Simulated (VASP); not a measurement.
# G0W0 gap of MoS2 against strain, part 2 of 5

Wanted: the deformation potential of the gap of MoS2, from G0W0. The cell has space group P6_3/mmc. The start is a cell from a database of measured crystal structures.

VASP 6.6.1, plane waves and PAW; the level of theory is named at each step.

So far. Step 2 (Relaxation): At PBE, with these data sets, the largest force is down to 0.0049 eV/Å.

The database entry behind the starting cell differs from later determinations by our own check (about 0.3 % long), so it need not match the best structure at ambient conditions.

**3. Ground state**

This step: PBE, no spin polarisation; plane waves and PAW (Mo_sv_GW, S_GW) (VASP 6.6.1).

The orbitals come from a self-consistent PBE run with a tight EDIFF and a narrow smearing. KPOINTS_OPT adds the bands along a path, which shows whether the mesh holds the band edges.

File INCAR:

```
SYSTEM = MoS2
PREC = Accurate
ENCUT = 370
EDIFF = 1E-08
NELM = 100
ISMEAR = 0
SIGMA = 0.01
LREAL = .FALSE.
ALGO = Normal
GGA = PE
NBANDS = 32
LASPH = .TRUE.
LORBIT = 11
LWAVE = .TRUE.
LCHARG = .FALSE.
KPAR = 4
```

File POSCAR:

```
MoS2
1.0
    3.1690000000      0.0000000000      0.0000000000
   -1.5845000000      2.7444345046      0.0000000000
    0.0000000000      0.0000000000     12.3240000000
Mo S
2 4
Direct
    0.6666666667      0.3333333333      0.7500000000
    0.3333333333      0.6666666667      0.2500000000
    0.6666666667      0.3333333333      0.3767056880
    0.3333333333      0.6666666667      0.8767056880
    0.6666666667      0.3333333333      0.1232943120
    0.3333333333      0.6666666667      0.6232943120
```

File KPOINTS:

```
Automatic mesh
0
Gamma
6 6 1
0 0 0
```

File KPOINTS_OPT:

```
Line mode
12
Line-mode
Reciprocal
  0.00000000   0.00000000   0.00000000 GAMMA
  0.50000000   0.00000000   0.00000000 M

  0.50000000   0.00000000   0.00000000 M
  0.33333333   0.33333333   0.00000000 K

  0.33333333   0.33333333   0.00000000 K
  0.00000000   0.00000000   0.00000000 GAMMA

  0.00000000   0.00000000   0.00000000 GAMMA
  0.00000000   0.00000000   0.50000000 A

  0.00000000   0.00000000   0.50000000 A
  0.50000000   0.00000000   0.50000000 L

  0.50000000   0.00000000   0.50000000 L
  0.33333333   0.33333333   0.50000000 H

  0.33333333   0.33333333   0.50000000 H
  0.00000000   0.00000000   0.50000000 A

  0.50000000   0.00000000   0.50000000 L
  0.50000000   0.00000000   0.00000000 M

  0.33333333   0.33333333   0.00000000 K
  0.33333333   0.33333333   0.50000000 H
```

The projector-augmented-wave data sets are Mo_sv_GW and S_GW (PBE family, release 64).

On the command line:

```bash
> mpirun -np 8 vasp_std
```

What it wrote:

```text
[banner, memory and clock lines left out]
running    8 mpi-ranks, on    1 nodes
 distrk:  each k-point on    2 cores,    4 groups
 distr:  one band on    1 cores,    2 groups

 POSCAR found type information on POSCAR MoS
 POSCAR found :  2 types and       6 ions
 [... a notice as in an earlier step ...]

 LDA part: xc-table for (Slater+PW92), standard interpolation
 POSCAR, INCAR and KPOINTS ok, starting setup
 FFT: planning ... GRIDC
 FFT: planning ... GRID_SOFT
 FFT: planning ... GRID
 WAVECAR not read
 entering main loop
       N       E                     dE             d eps       ncg     rms          rms(c)
DAV:   1     0.365084580654E+03    0.36508E+03   -0.24524E+04   520   0.123E+03
DAV:   2    -0.208656387941E+02   -0.38595E+03   -0.37851E+03   688   0.506E+02
DAV:   3    -0.506067094933E+02   -0.29741E+02   -0.29540E+02   640   0.125E+02
DAV:   4    -0.520974471125E+02   -0.14907E+01   -0.14864E+01   760   0.311E+01
DAV:   5    -0.521599232787E+02   -0.62476E-01   -0.62384E-01   752   0.552E+00    0.147E+01
DAV:   6    -0.465919202334E+02    0.55680E+01   -0.51334E+01   792   0.476E+01    0.727E+00
DAV:   7    -0.451364000417E+02    0.14555E+01   -0.10888E+01   808   0.231E+01    0.388E+00
DAV:   8    -0.450744933441E+02    0.61907E-01   -0.67994E-01   696   0.552E+00    0.957E-01
DAV:   9    -0.450799917228E+02   -0.54984E-02   -0.63619E-02   728   0.157E+00    0.441E-01
DAV:  10    -0.450785603292E+02    0.14314E-02   -0.14551E-02   784   0.102E+00    0.157E-01
DAV:  11    -0.450784569936E+02    0.10334E-03   -0.28208E-03   760   0.447E-01    0.682E-02
DAV:  12    -0.450783616526E+02    0.95341E-04   -0.60224E-04   760   0.180E-01    0.996E-03
DAV:  13    -0.450783697678E+02   -0.81153E-05   -0.45083E-05   624   0.362E-02    0.869E-03
DAV:  14    -0.450783696270E+02    0.14083E-06   -0.49833E-06   688   0.179E-02    0.175E-03
DAV:  15    -0.450783699240E+02   -0.29701E-06   -0.73443E-07   616   0.464E-03    0.470E-04
DAV:  16    -0.450783700031E+02   -0.79137E-07   -0.76590E-08   576   0.168E-03    0.321E-04
DAV:  17    -0.450783700425E+02   -0.39379E-07   -0.67840E-09   392   0.909E-04    0.175E-04
DAV:  18    -0.450783700423E+02    0.26466E-09   -0.26613E-09   392   0.583E-04
   1 F= -.45078370E+02 E0= -.45078370E+02  d E =-.604444E-31
 Start KPOINTS_OPT (optional k-point list driver)
k-point batch [1-7\108]
       N       E                     dE             ncg
DAV:   1    -0.224330488108E+03   -0.22853E+04      544
DAV:   2    -0.310939971565E+04   -0.28851E+04      648
DAV:   3    -0.336380791845E+04   -0.25441E+03      688
DAV:   4    -0.337691214335E+04   -0.13104E+02      696
DAV:   5    -0.337805895124E+04   -0.11468E+01      776
DAV:   6    -0.337817521108E+04   -0.11626E+00      760
DAV:   7    -0.337819472080E+04   -0.19510E-01      768
DAV:   8    -0.337819743902E+04   -0.27182E-02      736
DAV:   9    -0.337819786532E+04   -0.42630E-03      760
DAV:  10    -0.337819792632E+04   -0.61002E-04      728
DAV:  11    -0.337819793579E+04   -0.94757E-05      576
DAV:  12    -0.337819793739E+04   -0.15992E-05      400
DAV:  13    -0.337819793764E+04   -0.24496E-06      392
DAV:  14    -0.337819793768E+04   -0.38604E-07      392
DAV:  15    -0.337819793768E+04   -0.55393E-08      392
[...]
k-point batch [106-108\108]
       N       E                     dE             ncg
DAV:   1     0.717163673299E+04   -0.58405E+04      224
DAV:   2     0.609149748280E+04   -0.10801E+04      288
DAV:   3     0.600547100686E+04   -0.86026E+02      280
DAV:   4     0.600045010025E+04   -0.50209E+01      320
DAV:   5     0.600022826928E+04   -0.22183E+00      320
DAV:   6     0.600021337634E+04   -0.14893E-01      336
DAV:   7     0.600021217395E+04   -0.12024E-02      304
DAV:   8     0.600021208480E+04   -0.89151E-04      320
DAV:   9     0.600021207879E+04   -0.60013E-05      320
DAV:  10     0.600021207830E+04   -0.49551E-06      272
DAV:  11     0.600021207827E+04   -0.30166E-07      176
DAV:  12     0.600021207827E+04   -0.18272E-08      168
 writing wavefunctions
```

The job ended after 24 s (8 MPI ranks of Intel Xeon 6975P-C (Granite Rapids), shared host; peak memory 1.6 GiB; 3 min of CPU time).

From OUTCAR (step 3):

```text
 Found      7 irreducible k-points:

   k-points           NKPTS =      7   k-points in BZ     NKDIM =      7   number of bands    NBANDS=     32

   dimension x,y,z NGX =    20 NGY =   20 NGZ =   80
   dimension x,y,z NGXF=    40 NGYF=   40 NGZF=  160

   ENCUT  =  370.0 eV  27.19 Ry    5.21 a.u.   4.97  4.97 19.33*2*pi/ulx,y,z

   NELECT =      52.0000    total number of electrons

 E-fermi :   7.5553

 k-point     1 :       0.0000    0.0000    0.0000
  band No.  band energies     occupation
    ...
     22       5.3182      2.00000
     23       5.3182      2.00000
     24       6.2819      2.00000
     25       6.3306      2.00000
     26       7.4758      2.00000
     27       9.5658      0.00000
     28       9.5780      0.00000
     29       9.5914      0.00000
     30       9.5995      0.00000
     31       9.7494      0.00000
    ...

 k-point     2 :       0.1667   -0.0000    0.0000
  band No.  band energies     occupation
    ...
     22       4.7687      2.00000
     23       5.4072      2.00000
     24       6.2865      2.00000
     25       6.3060      2.00000
     26       6.7010      2.00000
     27       8.9644      0.00000
     28       9.3272      0.00000
     29       9.3309      0.00000
     30       9.5334      0.00000
     31       9.5462      0.00000
    ...

  Total        1.3628951      1.3628951      2.1978484      0.0000000      0.0000000      0.0000000
  in kB       20.3725887     20.3725887     32.8534910      0.0000000      0.0000000      0.0000000
  external PRESSURE =      24.5328894 kB  Pullay stress =       0.0000000 kB

  energy-cutoff  :      370.00
  volume of cell :      107.18
      direct lattice vectors                 reciprocal lattice vectors
     3.169000000  0.000000000  0.000000000     0.315556958  0.182186895  0.000000000
    -1.584500000  2.744434505  0.000000000     0.000000000  0.364373789  0.000000000
     0.000000000  0.000000000 12.324000000     0.000000000  0.000000000  0.081142486

 POSITION                                       TOTAL-FORCE (eV/Angst)
 -----------------------------------------------------------------------------------
      1.58450      0.91481      9.24300        -0.000000      0.000000      0.000000
     -0.00000      1.82962      3.08100        -0.000000     -0.000000      0.000000
      1.58450      0.91481      4.64252         0.000000     -0.000000      0.014662
     -0.00000      1.82962     10.80452        -0.000000      0.000000      0.014662
      1.58450      0.91481      1.51948         0.000000     -0.000000     -0.014662
     -0.00000      1.82962      7.68148         0.000000      0.000000     -0.014662
 -----------------------------------------------------------------------------------
    total drift:                               -0.000000      0.000000     -0.000000

  FREE ENERGIE OF THE ION-ELECTRON SYSTEM (eV)
  ---------------------------------------------------
  free  energy   TOTEN  =       -45.0783700423 eV

  energy  without entropy=      -45.0783700423  energy(sigma->0) =      -45.07837004

 total charge
# of ion       s       p       d       f       tot
--------------------------------------------------
    1        2.108   6.047   3.047   0.029  11.231
    2        2.108   6.047   3.047   0.029  11.231
    3        1.355   2.305   0.071   0.000   3.731
    4        1.355   2.305   0.071   0.000   3.731
    5        1.355   2.305   0.071   0.000   3.731
    6        1.355   2.305   0.071   0.000   3.731
--------------------------------------------------
tot          9.634  21.314   6.378   0.059  37.385

[... 4 parts as in an earlier step ...]

[... 6 further parts left out ...]
```

Numbers from this step:

```
free energy (TOTEN)               : -45.08 eV
Fermi energy                      : 7.555 eV
pressure                          : 2.453 GPa
least gap on mesh and path        : 0.8779 eV
least direct gap on mesh and path : 1.649 eV
```

The highest empty bands on the path are converged less tightly, to about 0.1 eV. Electronic bands along the path, in eV, zero at the valence-band top; v1 is the highest filled band, c1 the lowest empty one:

| point | v4 | v3 | v2 | v1 | c1 | c2 | c3 | c4 |
| --- | --- | --- | --- | --- | --- | --- | --- | --- |
| Γ | -2.16 | -1.19 | -1.15 | 0.00 | 2.09 | 2.09 | 2.12 | 2.15 |
| 0.45 of the way | -2.23 | -1.48 | -1.37 | -1.25 | 1.23 | 1.65 | 1.86 | 1.98 |
| M | -1.75 | -1.56 | -1.41 | -1.29 | 1.58 | 1.63 | 1.99 | 2.24 |
| 0.45 of the way | -2.75 | -2.34 | -1.13 | -0.95 | 1.47 | 1.59 | 2.22 | 2.42 |
| K | -2.70 | -2.70 | -0.78 | -0.62 | 1.03 | 1.03 | 1.85 | 2.83 |
| 0.45 of the way | -1.83 | -1.75 | -1.51 | -1.49 | 0.88 | 1.65 | 1.76 | 1.85 |
| Γ | -2.16 | -1.19 | -1.15 | 0.00 | 2.09 | 2.09 | 2.12 | 2.12 |
| 0.55 of the way | -2.17 | -1.91 | -0.59 | -0.08 | 2.09 | 2.09 | 2.10 | 2.11 |
| A | -2.18 | -2.18 | -0.27 | -0.27 | 2.09 | 2.09 | 2.10 | 2.14 |
| 0.55 of the way | -2.15 | -2.15 | -1.50 | -1.50 | 1.57 | 1.57 | 1.63 | 1.63 |
| L | -1.65 | -1.65 | -1.34 | -1.34 | 1.60 | 1.60 | 2.13 | 2.13 |
| 0.45 of the way | -2.58 | -2.58 | -1.03 | -1.03 | 1.53 | 1.53 | 2.29 | 2.29 |
| H | -2.87 | -2.87 | -0.71 | -0.71 | 1.03 | 1.03 | 2.31 | 2.31 |
| 0.55 of the way | -1.70 | -1.70 | -1.41 | -1.41 | 1.26 | 1.26 | 1.79 | 1.79 |
| A | -2.18 | -2.18 | -0.27 | -0.27 | 2.09 | 2.09 | 2.10 | 2.12 |
| jump to L | -1.65 | -1.65 | -1.34 | -1.34 | 1.60 | 1.60 | 2.13 | 2.13 |
| 0.45 of the way | -1.72 | -1.59 | -1.38 | -1.30 | 1.59 | 1.62 | 2.04 | 2.21 |
| M | -1.75 | -1.56 | -1.41 | -1.29 | 1.58 | 1.63 | 1.99 | 2.24 |
| jump to K | -2.70 | -2.70 | -0.78 | -0.62 | 1.03 | 1.03 | 1.85 | 2.83 |
| 0.45 of the way | -2.76 | -2.76 | -0.77 | -0.65 | 1.03 | 1.03 | 1.96 | 2.71 |
| H | -2.87 | -2.87 | -0.71 | -0.71 | 1.03 | 1.03 | 2.31 | 2.31 |

Of the projections kept (Mo, S), the largest for each band there, as a share of the weight inside these atoms' spheres; weight between the spheres isn't counted:

```csv
point,v4,v3,v2,v1,c1,c2,c3,c4
Γ,Mo 0.56,S 0.95,Mo 0.80,Mo 0.65,S 0.54,S 0.54,S 0.56,S 0.57
M,S 0.86,S 0.85,Mo 0.57,Mo 0.66,Mo 0.95,Mo 0.94,Mo 0.90,Mo 0.89
K,S 0.71,S 0.71,Mo 0.83,Mo 0.80,Mo 0.90,Mo 0.90,Mo 0.70,Mo 0.76
Γ,Mo 0.56,S 0.95,Mo 0.80,Mo 0.65,S 0.54,S 0.54,S 0.56,S 0.56
A,Mo 0.55,Mo 0.55,Mo 0.59,Mo 0.59,S 0.55,S 0.55,S 0.55,S 0.56
L,S 0.86,S 0.86,Mo 0.62,Mo 0.62,Mo 0.95,Mo 0.95,Mo 0.89,Mo 0.89
```

The cell has a gap of 0.878 eV on mesh and path and a pressure of +2.5 GPa, which holds the misfit of the given cell and coordinates with this functional, and any error of cutoff, mesh and data sets. Spin-orbit coupling is left out, which can shift or reorder these edges.

**4. Empty bands**

The next step needs empty bands that the ground-state run didn't converge, so the Hamiltonian is diagonalised exactly for NBANDS bands, in a single step. LOPTICS writes the k-derivatives of the orbitals (WAVEDER), which give the long-wavelength limit of the screening.

File INCAR:

```
SYSTEM = MoS2
PREC = Accurate
ENCUT = 370
ISMEAR = 0
SIGMA = 0.01
LREAL = .FALSE.
GGA = PE
NBANDS = 320
LASPH = .TRUE.
ALGO = Exact
NELM = 1
LWAVE = .TRUE.
LCHARG = .FALSE.
LOPTICS = .TRUE.
NEDOS = 1000
CSHIFT = 0.1
```

POSCAR is that of step 3.

KPOINTS is that of step 3.

On the command line:

```bash
> mpirun -np 8 vasp_std
```

What it wrote:

```text
[banner, memory and clock lines left out]
running    8 mpi-ranks, on    1 nodes
 distrk:  each k-point on    8 cores,    1 groups
 distr:  one band on    1 cores,    8 groups

 POSCAR found type information on POSCAR MoS
 POSCAR found :  2 types and       6 ions
 [... a notice as in an earlier step ...]

 LDA part: xc-table for (Slater+PW92), standard interpolation
 found WAVECAR, reading the header
  number of bands has changed, file:    32 present:   320
  trying to continue reading WAVECAR, but it might fail
 POSCAR, INCAR and KPOINTS ok, starting setup
 FFT: planning ... GRIDC
 FFT: planning ... GRID_SOFT
 FFT: planning ... GRID
 reading WAVECAR
 random initialization beyond band           32
 the WAVECAR file was read successfully
 initial charge from wavefunction
 entering main loop
       N       E                     dE             d eps       ncg     rms          rms(c)
DIA:   1    -0.450783700451E+02   -0.45078E+02    0.00000E+00     0   0.000E+00
   1 F= -.45078370E+02 E0= -.45078370E+02  d E =-.115113E-51
 writing wavefunctions
 optical routines
 imaginary and real dielectric function
 recalculating local potential from charge density
 direction            1
 direction            2
 direction            3
```

Elapsed: 11 s, on 8 MPI ranks; peak memory 1.7 GiB; 87 s of CPU time.

OUTCAR, selected parts (step 4):

```text
 Found      7 irreducible k-points:

   k-points           NKPTS =      7   k-points in BZ     NKDIM =      7   number of bands    NBANDS=    320

   NELECT =      52.0000    total number of electrons

 E-fermi :   7.5811

 k-point     1 :       0.0000    0.0000    0.0000
  band No.  band energies     occupation
    ...
     22       5.3182      2.00000
     23       5.3182      2.00000
     24       6.2819      2.00000
     25       6.3306      2.00000
     26       7.4758      2.00000
     27       9.5644      0.00000
     28       9.5644      0.00000
     29       9.5912      0.00000
     30       9.5912      0.00000
     31       9.7409      0.00000
    ...

 k-point     2 :       0.1667   -0.0000    0.0000
  band No.  band energies     occupation
    ...
     22       4.7687      2.00000
     23       5.4072      2.00000
     24       6.2865      2.00000
     25       6.3060      2.00000
     26       6.7010      2.00000
     27       8.9644      0.00000
     28       9.3271      0.00000
     29       9.3306      0.00000
     30       9.5333      0.00000
     31       9.5447      0.00000
    ...

  Total        1.3626204      1.3626204      2.1969550      0.0000000      0.0000000     -0.0000000
  in kB       20.3684821     20.3684821     32.8401360      0.0000000      0.0000000     -0.0000000
  external PRESSURE =      24.5257000 kB  Pullay stress =       0.0000000 kB

 POSITION                                       TOTAL-FORCE (eV/Angst)
 -----------------------------------------------------------------------------------
      1.58450      0.91481      9.24300         0.000000      0.000000      0.000000
     -0.00000      1.82962      3.08100        -0.000000     -0.000000      0.000000
      1.58450      0.91481      4.64252        -0.000000      0.000000      0.014668
     -0.00000      1.82962     10.80452        -0.000000     -0.000000      0.014668
      1.58450      0.91481      1.51948        -0.000000     -0.000000     -0.014668
     -0.00000      1.82962      7.68148        -0.000000     -0.000000     -0.014668
 -----------------------------------------------------------------------------------
    total drift:                               -0.000000      0.000000     -0.000000

  FREE ENERGIE OF THE ION-ELECTRON SYSTEM (eV)
  ---------------------------------------------------
  free  energy   TOTEN  =       -45.0783700451 eV

  energy  without entropy=      -45.0783700451  energy(sigma->0) =      -45.07837005

 plasma frequency squared (from intraband transitions) (eV^2)
  --------------------------------------------------------------------------------------
       0.000       0.000      -0.000
       0.000       0.000       0.000
       0.000       0.000       0.000

[... 11 parts as in an earlier step ...]

[... 2 further parts left out ...]
```

The gap is read on the k-mesh alone, so it is an upper bound where the band edges lie off the mesh, and a coarse mesh can show a gap where there is none.

A gap read on the k-mesh alone can miss the band edges.

This step gave:

- gap on the k-mesh: 0.8873 eV
- least direct gap on the k-mesh: 1.649 eV

WAVECAR now holds 320 bands for 52 electrons. Its independent-particle dielectric tensor has xx, yy, zz = 16.7, 16.7, 10.6 on this mesh. It isn't tested for convergence in mesh or bands and lacks local fields, and at a small direct gap a coarse mesh makes it too large, which overscreens the GW step.

[end of part 2 of 5]

[Lines on the potential files, build, host, timing and source positions are cut from VASP's logs without a mark.]

[Logs are printed without paths, hosts, clocks, repeated set-up lines and the standing remarks that a program may print on its own settings, such as how far it seeks lower states.]

[Hosts, paths, dates, database ids (printed as entryN), source tags and the programs' standing remarks are cut or masked in the printed files.]

[Pressures printed for these runs are not shown converged in the cutoff: they can be off by several GPa and have the wrong sign.]

[In band tables of VASP the shares of atoms and orbitals are scaled to a sum of 1 inside the atoms' spheres.]
